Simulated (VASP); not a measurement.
The system is Rh.

```
Rh
1.0
     0.00000    1.91480    1.91480
     1.91480    0.00000    1.91480
     1.91480    1.91480    0.00000
Rh
1
Direct
  0.00000 0.00000 0.00000
```

Base run:

```yaml
Program: VASP 6.6.1
Functional: PBEsol
Potentials_or_basis: VASP PAW PBE potentials, release 64 (Rh_pv)
Cutoff: 450 eV
k_mesh: 20 × 20 × 20
Occupations: methfessel-paxton, width 0.1 eV
Spin: no spin polarisation
```

Its results: band gap on the k mesh none (metal or under the smearing width); pressure -10.7 GPa.

Question: The run is repeated on the same cell with these changes: functional from PBEsol to PBE. What comes out?

Answer: Band gap on the k mesh none (metal or under the smearing width); pressure -0.1 GPa.

PBE binds less tightly than PBEsol, so the same cell stands under more pressure.

Caveats: the PAW data sets were made with another functional, which shifts forces and pressure a little (some runs).
